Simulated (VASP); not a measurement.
Computed with PBE GGA, VASP's PBE PAW potentials (set 64) (plane waves; VASP 6.6.1).

The input files of a VASP run:

### INCAR
```
ALGO = Normal
EDIFF = 1E-6
EDIFFG = -0.02
ENCUT = 480
GGA = PE
IBRION = 2
ISIF = 3
ISMEAR = 0
LASPH = T
LCHARG = F
LMAXMIX = 4
LREAL = F
LWAVE = F
NELM = 100
NSW = 60
PREC = Accurate
SIGMA = 0.05
SYSTEM = SnO
```

POSCAR:
```
SnO
1
    3.8611125929     0.0000000000     0.0000000000
    0.0000000000     3.8611125929     0.0000000000
    0.0000000000    -0.0000000000     4.9170132257
Sn O
2 2
Direct
  1.0000000000   0.5000000000   0.2353671095
  0.5000000000   0.0000000000   0.7646328905
  0.5000000000   0.5000000000   0.0000000000
  1.0000000000   0.0000000000   0.0000000000
```

File KPOINTS:
```
Automatic mesh
0
Gamma
5 5 4
0 0 0
```

POTCAR, in this order: Sn O (PBE.64 set). Program: vasp_std.

The run wrote:

**OSZICAR**
```
...
DAV:   3    -0.266007699855E+02   -0.79025E+01   -0.78676E+01   618   0.664E+01
DAV:   4    -0.266940982964E+02   -0.93328E-01   -0.93275E-01   654   0.723E+00
DAV:   5    -0.266957097701E+02   -0.16115E-02   -0.16114E-02   634   0.797E-01    0.119E+01
DAV:   6    -0.230563819045E+02    0.36393E+01   -0.25007E+01   546   0.382E+01    0.535E+00
DAV:   7    -0.228718256714E+02    0.18456E+00   -0.15242E+00   528   0.102E+01    0.242E+00
DAV:   8    -0.228531578749E+02    0.18668E-01   -0.37055E-01   618   0.520E+00    0.840E-01
DAV:   9    -0.228385819921E+02    0.14576E-01   -0.84623E-02   624   0.222E+00    0.126E-01
DAV:  10    -0.228397439751E+02   -0.11620E-02   -0.63312E-03   606   0.616E-01    0.858E-02
DAV:  11    -0.228395615468E+02    0.18243E-03   -0.12303E-03   624   0.263E-01    0.227E-02
DAV:  12    -0.228395843372E+02   -0.22790E-04   -0.14702E-04   632   0.850E-02    0.291E-02
DAV:  13    -0.228395712829E+02    0.13054E-04   -0.84097E-05   624   0.709E-02    0.381E-03
DAV:  14    -0.228395714690E+02   -0.18615E-06   -0.42665E-06   552   0.176E-02
   1 F= -.22839571E+02 E0= -.22839571E+02  d E =-.228396E+02
       N       E                     dE             d eps       ncg     rms          rms(c)
DAV:   1    -0.228401571896E+02   -0.58591E-03   -0.21153E-02   600   0.129E+00    0.992E-02
DAV:   2    -0.228399950709E+02    0.16212E-03   -0.46073E-04   672   0.171E-01    0.512E-02
DAV:   3    -0.228399573754E+02    0.37695E-04   -0.46224E-05   654   0.563E-02    0.208E-02
DAV:   4    -0.228399518208E+02    0.55546E-05   -0.18845E-05   688   0.353E-02    0.345E-03
DAV:   5    -0.228399517954E+02    0.25432E-07   -0.20171E-06   386   0.109E-02
   2 F= -.22839952E+02 E0= -.22839952E+02  d E =-.380326E-03
       N       E                     dE             d eps       ncg     rms          rms(c)
DAV:   1    -0.228408291259E+02   -0.87731E-03   -0.53303E-02   588   0.205E+00    0.157E-01
DAV:   2    -0.228404223413E+02    0.40678E-03   -0.11372E-03   666   0.269E-01    0.812E-02
DAV:   3    -0.228403252057E+02    0.97136E-04   -0.12036E-04   636   0.906E-02    0.324E-02
DAV:   4    -0.228403110652E+02    0.14141E-04   -0.47325E-05   706   0.557E-02    0.570E-03
DAV:   5    -0.228403109773E+02    0.87893E-07   -0.56515E-06   552   0.178E-02
   3 F= -.22840311E+02 E0= -.22840311E+02  d E =-.739508E-03
       N       E                     dE             d eps       ncg     rms          rms(c)
DAV:   1    -0.228421761169E+02   -0.18651E-02   -0.21232E-01   576   0.409E+00    0.312E-01
DAV:   2    -0.228405701394E+02    0.16060E-02   -0.44409E-03   636   0.532E-01    0.162E-01
DAV:   3    -0.228401761672E+02    0.39397E-03   -0.52629E-04   654   0.187E-01    0.626E-02
DAV:   4    -0.228401228423E+02    0.53325E-04   -0.18991E-04   686   0.112E-01    0.131E-02
DAV:   5    -0.228401213224E+02    0.15198E-05   -0.28538E-05   606   0.402E-02    0.632E-03
DAV:   6    -0.228401225453E+02   -0.12229E-05   -0.30655E-06   472   0.136E-02    0.672E-04
DAV:   7    -0.228401226048E+02   -0.59481E-07   -0.19540E-07   306   0.351E-03
   4 F= -.22840123E+02 E0= -.22840123E+02  d E =-.551136E-03
       N       E                     dE             d eps       ncg     rms          rms(c)
DAV:   1    -0.228413047301E+02   -0.11822E-02   -0.94960E-02   564   0.274E+00    0.209E-01
DAV:   2    -0.228405903404E+02    0.71439E-03   -0.19879E-03   642   0.360E-01    0.108E-01
DAV:   3    -0.228404111015E+02    0.17924E-03   -0.22278E-04   660   0.122E-01    0.426E-02
DAV:   4    -0.228403823120E+02    0.28789E-04   -0.84110E-05   682   0.744E-02    0.805E-03
DAV:   5    -0.228403821925E+02    0.11953E-06   -0.11436E-05   600   0.253E-02    0.422E-03
DAV:   6    -0.228403822731E+02   -0.80607E-07   -0.12627E-06   318   0.899E-03
   5 F= -.22840382E+02 E0= -.22840382E+02  d E =-.810804E-03
       N       E                     dE             d eps       ncg     rms          rms(c)
DAV:   1    -0.228407250953E+02   -0.34290E-03   -0.55785E-03   570   0.671E-01    0.936E-02
DAV:   2    -0.228405497576E+02    0.17534E-03   -0.90028E-04   576   0.237E-01    0.244E-02
DAV:   3    -0.228405401920E+02    0.95656E-05   -0.51705E-05   570   0.595E-02    0.134E-02
DAV:   4    -0.228405366546E+02    0.35374E-05   -0.21913E-05   662   0.332E-02    0.654E-03
DAV:   5    -0.228405356822E+02    0.97238E-06   -0.35369E-06   484   0.141E-02
   6 F= -.22840536E+02 E0= -.22840536E+02  d E =-.153409E-03
       N       E                     dE             d eps       ncg     rms          rms(c)
DAV:   1    -0.228425604113E+02   -0.20238E-02   -0.49935E-02   570   0.201E+00    0.280E-01
DAV:   2    -0.228410007328E+02    0.15597E-02   -0.80656E-03   576   0.708E-01    0.730E-02
DAV:   3    -0.228409122138E+02    0.88519E-04   -0.46267E-04   546   0.178E-01    0.401E-02
DAV:   4    -0.228408792892E+02    0.32925E-04   -0.19836E-04   674   0.995E-02    0.196E-02
DAV:   5    -0.228408715422E+02    0.77470E-05   -0.33053E-05   624   0.423E-02    0.451E-03
DAV:   6    -0.228408718231E+02   -0.28089E-06   -0.26050E-06   526   0.115E-02
   7 F= -.22840872E+02 E0= -.22840872E+02  d E =-.489550E-03
       N       E                     dE             d eps       ncg     rms          rms(c)
DAV:   1    -0.228476844455E+02   -0.68129E-02   -0.19830E-01   570   0.399E+00    0.557E-01
DAV:   2    -0.228415025181E+02    0.61819E-02   -0.31987E-02   576   0.141E+00    0.145E-01
DAV:   3    -0.228411494489E+02    0.35307E-03   -0.18281E-03   546   0.354E-01    0.798E-02
DAV:   4    -0.228410172938E+02    0.13216E-03   -0.78055E-04   674   0.197E-01    0.390E-02
DAV:   5    -0.228409877215E+02    0.29572E-04   -0.13204E-04   636   0.843E-02    0.879E-03
DAV:   6    -0.228409893579E+02   -0.16363E-05   -0.96088E-06   542   0.222E-02    0.126E-03
DAV:   7    -0.228409894031E+02   -0.45265E-07   -0.61172E-07   288   0.605E-03
   8 F= -.22840989E+02 E0= -.22840989E+02  d E =-.607130E-03
       N       E                     dE             d eps       ncg     rms          rms(c)
DAV:   1    -0.228419496981E+02   -0.96034E-03   -0.27028E-02   564   0.148E+00    0.208E-01
DAV:   2    -0.228411059252E+02    0.84377E-03   -0.44337E-03   596   0.528E-01    0.545E-02
DAV:   3    -0.228410539150E+02    0.52010E-04   -0.25829E-04   552   0.133E-01    0.297E-02
DAV:   4    -0.228410349633E+02    0.18952E-04   -0.10791E-04   674   0.731E-02    0.142E-02
DAV:   5    -0.228410315181E+02    0.34451E-05   -0.17125E-05   630   0.305E-02    0.338E-03
DAV:   6    -0.228410319452E+02   -0.42712E-06   -0.12149E-06   270   0.836E-03
   9 F= -.22841032E+02 E0= -.22841032E+02  d E =-.649672E-03
       N       E                     dE             d eps       ncg     rms          rms(c)
DAV:   1    -0.228411161695E+02   -0.84651E-04   -0.73298E-04   588   0.234E-01    0.428E-02
DAV:   2    -0.228410862740E+02    0.29896E-04   -0.20087E-04   588   0.112E-01    0.761E-03
DAV:   3    -0.228410839567E+02    0.23173E-05   -0.12881E-05   612   0.300E-02    0.387E-03
DAV:   4    -0.228410834046E+02    0.55215E-06   -0.32384E-06   518   0.117E-02
  10 F= -.22841083E+02 E0= -.22841083E+02  d E =-.514593E-04
       N       E                     dE             d eps       ncg     rms          rms(c)
DAV:   1    -0.228414680181E+02   -0.38406E-03   -0.63978E-03   588   0.691E-01    0.126E-01
DAV:   2    -0.228412116899E+02    0.25633E-03   -0.17216E-03   588   0.328E-01    0.224E-02
DAV:   3    -0.228411900782E+02    0.21612E-04   -0.11042E-04   606   0.877E-02    0.116E-02
DAV:   4    -0.228411845148E+02    0.55634E-05   -0.29254E-05   624   0.348E-02    0.702E-03
DAV:   5    -0.228411835049E+02    0.10099E-05   -0.33487E-06   476   0.132E-02    0.232E-03
DAV:   6    -0.228411833871E+02    0.11774E-06   -0.71647E-07   258   0.668E-03
  11 F= -.22841183E+02 E0= -.22841183E+02  d E =-.151442E-03
```

### OUTCAR
```
------------------------ aborting loop because EDIFF is reached ----------------------------------------
  FORCE on cell =-STRESS in cart. coord.  units (eV):
  Direction    XX          YY          ZZ          XY          YZ          ZX
  --------------------------------------------------------------------------------------
  Total        0.0144010      0.0144010     -0.0098216      0.0000000      0.0000000      0.0000000
  in kB        0.3113808      0.3113808     -0.2123652      0.0000000      0.0000000      0.0000000
  external PRESSURE =       0.1367988 kB  Pullay stress =       0.0000000 kB
  volume of cell :       74.10
      direct lattice vectors                 reciprocal lattice vectors
     3.855311607  0.000000000  0.000000000     0.259382406  0.000000000  0.000000000
     0.000000000  3.855311607 -0.000000000     0.000000000  0.259382406 -0.000000000
     0.000000000  0.000000000  4.985310795     0.000000000  0.000000000  0.200589299
 POSITION                                       TOTAL-FORCE (eV/Angst)
 -----------------------------------------------------------------------------------
      0.00000      1.92766      1.16010         0.000000     -0.000000     -0.012422
      1.92766      0.00000      3.82521        -0.000000      0.000000      0.012422
      1.92766      1.92766     -0.00000        -0.000000      0.000000      0.000000
      0.00000      0.00000     -0.00000        -0.000000     -0.000000      0.000000
 -----------------------------------------------------------------------------------
    total drift:                                0.000000      0.000000     -0.000000
  FREE ENERGIE OF THE ION-ELECTRON SYSTEM (eV)
  ---------------------------------------------------
  free  energy   TOTEN  =       -22.8411833871 eV

  energy  without entropy=      -22.8411833871  energy(sigma->0) =      -22.84118339

 reached required accuracy - stopping structural energy minimisation
```
(Selected blocks of OUTCAR.)

CONTCAR:
```
SnO
   1.00000000000000
     3.8553116066564854    0.0000000000000000    0.0000000000000000
     0.0000000000000000    3.8553116066564854   -0.0000000000000000
     0.0000000000000000    0.0000000000000000    4.9853107951221514
  Sn              O
     2     2
Direct
     0.0000000000000000    0.5000000000000000    0.2327035444662185
     0.5000000000000000    0.0000000000000000    0.7672964555337815
     0.5000000000000000    0.5000000000000000    0.0000000000000000
     0.0000000000000000    0.0000000000000000    0.0000000000000000
```

Without a dispersion term in the relaxation, distances and binding between the weakly bound layers, chains or molecules are unreliable, and so is what depends on them.

The structure comes from a computed database's SnO entry (P4/nmm); how it stands against other phases isn't given here. This run relaxes it. Symmetry was kept, so distortions that lower it aren't found. The start is the result of an earlier pass.
